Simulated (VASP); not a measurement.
# SiRh3 (I4/mmm) in VASP: reference runs

Reference runs on SiRh3: the cell as given.

Everything below comes from runs of VASP 6.6.1. Logs are shortened: lines on timing, memory, paths and dates and some standing lists are left out, and cuts for length are marked.

**1. Starting point**

It takes space group I4/mmm (No. 139, tetragonal). Conventional cell: a = 3.867 Å, b = 3.867 Å, c = 7.339 Å, α = 90.00°, β = 90.00°, γ = 90.00°. Around Rh (site symmetry 4/mmm) lie 8 Rh at 2.67 Å and 4 Si at 2.73 Å. Rh (site symmetry -4m2) is surrounded by 8 Rh at 2.67 to 2.73 Å and 4 Si at 2.67 Å. Si (site symmetry 4/mmm) is surrounded by 12 Rh at 2.67 to 2.73 Å.

The cell comes from a database or a generator and needn't be the stable form of this composition.

**2. Single point, PBE**

The input, INCAR:

```
  PREC = Accurate
  ENCUT = 520
  EDIFF = 1E-7
  ISMEAR = -1
  SIGMA = 0.05
  LREAL = False
  LASPH = True
  NELM = 80
  ALGO = Normal
  ISIF = 2
  LWAVE = False
  LCHARG = False
  GGA = PE
  NBANDS = 32
```

The input, KPOINTS:

```
regular mesh
0
Gamma
  10 10 10
```

The input, POSCAR:

```
SiRh3
1.0
   -1.9335680000      1.9335680000      3.6693440000
    1.9335680000     -1.9335680000      3.6693440000
    1.9335680000      1.9335680000     -3.6693440000
Rh Si
3 1
Direct
    0.5000000000      0.5000000000      0.0000000000
    0.2500000000      0.7500000000      0.5000000000
    0.7500000000      0.2500000000      0.5000000000
    0.0000000000      0.0000000000      0.0000000000
```

Potentials or basis: VASP PAW PBE potentials, release 64 (Rh_pv, Si).

On the command line:

```
$ cat potpaw_PBE.64/Rh_pv/POTCAR potpaw_PBE.64/Si/POTCAR > POTCAR
$ mpirun -np 1 vasp_std > vasp.out
```

OUTCAR:

```text
PREC = Accurate
   ENCUT = 520
   EDIFF = 1E-7
   ISMEAR = -1
   LREAL = False
   LASPH = True
   NELM = 80
   ISIF = 2
   GGA = PE

 ion  position               nearest neighbor table
   1  0.500  0.500  0.000-   2 2.67   3 2.67   2 2.67   3 2.67   2 2.67   3 2.67   2 2.67   3 2.67
                             4 2.73   4 2.73   4 2.73   4 2.73
   2  0.250  0.750  0.500-   4 2.67   1 2.67   1 2.67   4 2.67   1 2.67   4 2.67   4 2.67   1 2.67
                             3 2.73   3 2.73   3 2.73   3 2.73
   3  0.750  0.250  0.500-   1 2.67   4 2.67   1 2.67   4 2.67   1 2.67   4 2.67   1 2.67   4 2.67
                             2 2.73   2 2.73   2 2.73   2 2.73
   4  0.000  0.000  0.000-   3 2.67   2 2.67   2 2.67   3 2.67   2 2.67   3 2.67   3 2.67   2 2.67
                             1 2.73   1 2.73   1 2.73   1 2.73

  LATTYP: Found a body centered tetragonal cell.
 ALAT       =     3.8671360000
 C/A-ratio  =     1.8977062095

  Lattice vectors:

 A1 = (  -1.9335680000,   1.9335680000,   3.6693440000)
 A2 = (   1.9335680000,  -1.9335680000,   3.6693440000)
 A3 = (   1.9335680000,   1.9335680000,  -3.6693440000)

Analysis of symmetry for initial positions (statically):
=====================================================================
 Subroutine PRICEL returns:
 Original cell was already a primitive cell.

 Routine SETGRP: Setting up the symmetry group for a
 body centered tetragonal supercell.

 Subroutine GETGRP returns: Found 16 space group operations
 (whereof 16 operations were pure point group operations)
 out of a pool of 16 trial point group operations.

The static configuration has the point symmetry D_4h.

Analysis of symmetry for dynamics (positions and initial velocities):
=====================================================================
 Subroutine PRICEL returns:
 Original cell was already a primitive cell.

 Routine SETGRP: Setting up the symmetry group for a
 body centered tetragonal supercell.

 Subroutine GETGRP returns: Found 16 space group operations
 (whereof 16 operations were pure point group operations)
 out of a pool of 16 trial point group operations.

The dynamic configuration has the point symmetry D_4h.

 Subroutine INISYM returns: Found 16 space group operations
 (whereof 16 operations are pure point group operations),
 and found     1 'primitive' translations

----------------------------------------------------------------------------------------

                                     Primitive cell

  volume of cell :      54.8741

  direct lattice vectors                    reciprocal lattice vectors
    -1.933568000  1.933568000  3.669344000     0.000000000  0.258589302  0.136264139
     1.933568000 -1.933568000  3.669344000     0.258589302  0.000000000  0.136264139
     1.933568000  1.933568000 -3.669344000     0.258589302  0.258589302  0.000000000

  length of vectors
     4.576183542  4.576183542  4.576183542     0.292294958  0.292294958  0.365700498

  position of ions in fractional coordinates (direct lattice)
     0.500000000  0.500000000  0.000000000
     0.250000000  0.750000000  0.500000000
     0.750000000  0.250000000  0.500000000
     0.000000000  0.000000000  0.000000000

  ion indices of the primitive-cell ions
   primitive index   ion index
                 1           1
                 2           2
                 3           3
                 4           4

----------------------------------------------------------------------------------------

 KPOINTS: regular mesh

Automatic generation of k-mesh.
 Grid dimensions read from file:
 generate k-points for:   10   10   10

 Generating k-lattice:

  Cartesian coordinates                     Fractional coordinates (reciprocal lattice)
     0.000000000  0.025858930  0.013626414     0.100000000  0.000000000  0.000000000
     0.025858930  0.000000000  0.013626414     0.000000000  0.100000000  0.000000000
     0.025858930  0.025858930  0.000000000     0.000000000  0.000000000  0.100000000

  Length of vectors
     0.029229496  0.029229496  0.036570050

  Shift w.r.t. Gamma in fractional coordinates (k-lattice)
     0.000000000  0.000000000  0.000000000

 Subroutine IBZKPT returns following result:
 ===========================================

 Found    102 irreducible k-points:

 Following reciprocal coordinates:
            Coordinates               Weight
  0.000000  0.000000  0.000000      1.000000
  0.100000 -0.000000  0.000000      8.000000
  0.200000 -0.000000  0.000000      8.000000
  0.300000 -0.000000  0.000000      8.000000
  0.400000 -0.000000  0.000000      8.000000
  0.500000 -0.000000  0.000000      4.000000
[... 16 lines left out ...]
  0.300000  0.300000  0.000000      8.000000
  0.400000  0.300000  0.000000     16.000000
 [... further k-points ...]
   k-points           NKPTS =    102   k-points in BZ     NKDIM =    102   number of bands    NBANDS=     32
   number of dos      NEDOS =    301   number of ions     NIONS =      4
   total plane-waves  NPLWV =  46656
   dimension x,y,z NGX =    36 NGY =   36 NGZ =   36
   dimension x,y,z NGXF=    72 NGYF=   72 NGZF=   72
   ions per type =               3   1
   NGX,Y,Z   is equivalent  to a cutoff of  13.08, 13.08, 13.08 a.u.
   NGXF,Y,Z  is equivalent  to a cutoff of  26.16, 26.16, 26.16 a.u.
 SYSTEM =  unknown system
   PREC   = accura    normal or accurate (medium, high low for compatibility)
   ISTART =      0    job   : 0-new  1-cont  2-samecut
   ICHARG =      2    charge: 1-file 2-atom 10-const
   ISPIN  =      1    spin polarized calculation?
   LNONCOLLINEAR =      F non collinear calculations
   LSORBIT =      F    spin-orbit coupling
   LASPH  =      T    aspherical Exc in radial PAW
   ENCUT  =  520.0 eV  38.22 Ry    6.18 a.u.   8.51  8.51  8.51*2*pi/ulx,y,z
   NELM   =     80;   NELMIN=  2; NELMDL= -5     # of ELM steps
   EDIFF  = 0.1E-06   stopping-criterion for ELM
   LREAL  =      F    real-space projection
   EDIFFG = 0.1E-05   stopping-criterion for IOM
   NSW    =      0    number of steps for IOM
   IBRION =     -1    ionic relax: 0-MD 1-quasi-New 2-CG
   NFREE  =      0    steps in history (QN), initial steepest desc. (CG)
   ISIF   =      2    stress and relaxation
   ISYM   =      2    0-nonsym 1-usesym 2-fastsym
   POTIM  = 0.5000    time-step for ionic-motion
   TEBEG  =    0.0;   TEEND  =   0.0 temperature during run
   PSTRESS=    0.0 pullay stress
   NELECT =      49.0000    total number of electrons
   NUPDOWN=      -1.0000    fix difference up-down
   EMIN   =  10.00;   EMAX   =-10.00  energy-range for DOS
   EFERMI =   0.00;   METHOD = LEGACY
   ISMEAR =    -1;   SIGMA  =   0.05  broadening in eV -4-tet -1-fermi 0-gaus
   EFERMI_NEDOS =   21; number of points for ismear=-14 and -15
   IALGO  =     38    algorithm
   IMIX   =      4    mixing-type and parameters
     AMIX     =   0.40;   BMIX     =  1.00
     AMIX_MAG =   1.60;   BMIX_MAG =  1.00
  volume/ion in A,a.u.               =      13.72        92.58
  Fermi-wavevector in a.u.,A,eV,Ry     =   1.576465  2.979087 33.813782  2.485243
  Thomas-Fermi vector in A             =   2.677294
   LORBIT       =      0    0 simple, 1 ext, 2 COOP (PROOUT), +10 PAW based schemes
   GGA     = PE    functional components
[... 5 lines left out ...]
 non-spin polarized calculation
  energy-cutoff  :      520.00
  volume of cell :       54.87
 maximum number of plane-waves:      1495
 NGX is ok and might be reduce to    36
   NGX = 17   NGY = 17   NGZ = 17

 number of electron      49.0000008 magnetization

 Free energy of the ion-electron system (eV)
  ---------------------------------------------------
  ext. energy  EPLUGINS =         0.00000000
  ---------------------------------------------------
  free energy    TOTEN  =       -28.64686567 eV

  energy without entropy =      -28.60604219  energy(sigma->0) =      -28.62645393

 E-fermi :  11.6900     XC(G=0): -13.3650

 val. band max:       11.6858537253   @ k =   0.5000   0.1000   0.0000
 cond. band min:      11.6914543524   @ k =   0.4000   0.3000   0.1000
 fundamental gap:      0.0056006271
 Fermi energy:        11.6900041538

 k-point     1 :       0.0000    0.0000    0.0000
  band No.  band energies     occupation
      1     -35.1651      2.00000
      2     -35.0410      2.00000
      3     -35.0410      2.00000
      4     -34.9443      2.00000
      5     -34.9443      2.00000
      6     -34.8667      2.00000
[... 24 lines left out ...]
     31      18.5235      0.00000
     32      19.0677      0.00000

 k-point     2 :       0.1000   -0.0000    0.0000
  band No.  band energies     occupation
      1     -35.1647      2.00000
      2     -35.0402      2.00000
      3     -35.0362      2.00000
      4     -34.9545      2.00000
      5     -34.9403      2.00000
      6     -34.8495      2.00000
[... 24 lines left out ...]
     31      18.7388      0.00000
     32      18.9916      0.00000

 k-point     3 :       0.2000   -0.0000    0.0000
  band No.  band energies     occupation
      1     -35.1589      2.00000
      2     -35.0378      2.00000
      3     -35.0377      2.00000
      4     -34.9533      2.00000
      5     -34.9294      2.00000
      6     -34.8228      2.00000
[... 24 lines left out ...]
     31      19.0471      0.00000
     32      19.2025      0.00000

 k-point     4 :       0.3000   -0.0000    0.0000
  band No.  band energies     occupation
      1     -35.1445      2.00000
      2     -35.0486      2.00000
      3     -35.0344      2.00000
      4     -34.9297      2.00000
      5     -34.9144      2.00000
      6     -34.8230      2.00000
[... 24 lines left out ...]
     31      19.2812      0.00000
     32      19.6026      0.00000

 k-point     5 :       0.4000   -0.0000    0.0000
  band No.  band energies     occupation
      1     -35.1311      2.00000
      2     -35.0446      2.00000
      3     -35.0315      2.00000
      4     -34.9062      2.00000
      5     -34.9001      2.00000
      6     -34.8691      2.00000
[... 584 lines left out ...]
     31      18.1738      0.00000
     32      19.3848      0.00000

 k-point    22 :      -0.2000    0.2000    0.0000
  band No.  band energies     occupation
      1     -35.1890      2.00000
      2     -35.0332      2.00000
      3     -35.0033      2.00000
      4     -34.9632      2.00000
      5     -34.9295      2.00000
      6     -34.7941      2.00000
[... 24 lines left out ...]
     31      17.8795      0.00000
     32      19.4013      0.00000

 k-point    23 :       0.3000    0.3000    0.0000
  band No.  band energies     occupation
      1     -35.1680      2.00000
      2     -35.1163      2.00000
      3     -35.0181      2.00000
      4     -34.9742      2.00000
      5     -34.8496      2.00000
      6     -34.7782      2.00000
[... 24 lines left out ...]
     31      19.1527      0.00000
     32      20.8301      0.00000

 k-point    24 :       0.4000    0.3000    0.0000
  band No.  band energies     occupation
      1     -35.1825      2.00000
      2     -35.1235      2.00000
      3     -35.0245      2.00000
      4     -34.9865      2.00000
      5     -34.8349      2.00000
      6     -34.7603      2.00000
[... 24 lines left out ...]
     31      19.5744      0.00000
     32      20.1111      0.00000

 [... further k-points ...]
[... 5 lines left out ...]
  --------------------------------------------------------------------------------------
  -------------------------------------------------------------------------------------
  Total       -0.7431068     -0.7431068     -0.6657761      0.0000000      0.0000000      0.0000000
  in kB      -21.6967418    -21.6967418    -19.4388915      0.0000000      0.0000000      0.0000000
  external PRESSURE =     -20.9441250 kB  Pullay stress =       0.0000000 kB

 VOLUME and BASIS-vectors are now :
 -----------------------------------------------------------------------------
  energy-cutoff  :      520.00
  volume of cell :       54.87
      direct lattice vectors                 reciprocal lattice vectors
    -1.933568000  1.933568000  3.669344000     0.000000000  0.258589302  0.136264139
     1.933568000 -1.933568000  3.669344000     0.258589302  0.000000000  0.136264139
     1.933568000  1.933568000 -3.669344000     0.258589302  0.258589302  0.000000000

 POSITION                                       TOTAL-FORCE (eV/Angst)
 -----------------------------------------------------------------------------------
      0.00000      0.00000      3.66934         0.000000     -0.000000      0.000000
      1.93357      0.00000      1.83467         0.000000     -0.000000     -0.000000
      0.00000      1.93357      1.83467        -0.000000      0.000000      0.000000
      0.00000      0.00000      0.00000         0.000000     -0.000000      0.000000
 -----------------------------------------------------------------------------------
    total drift:                               -0.000000      0.000000     -0.000000

  FREE ENERGIE OF THE ION-ELECTRON SYSTEM (eV)
  ---------------------------------------------------
  free  energy   TOTEN  =       -28.6468656717 eV

  energy  without entropy=      -28.6060421911  energy(sigma->0) =      -28.62645393
```

Run time: 3.6 min. Hardware: 1 thread of Intel Xeon Platinum 8259CL at 2.50GHz (Skylake/Cascade Lake), shared host; peak memory 0.29 GiB.

Results:

```yaml
Free_energy: -28.6469 eV
Pressure: -2.1 GPa
Band_gap_on_the_k_mesh: none (metal or under the smearing width)
```

Stress tensor (GPa, compression positive):
```
-2.17  0.00  0.00
 0.00 -2.17  0.00
 0.00  0.00 -1.94
```
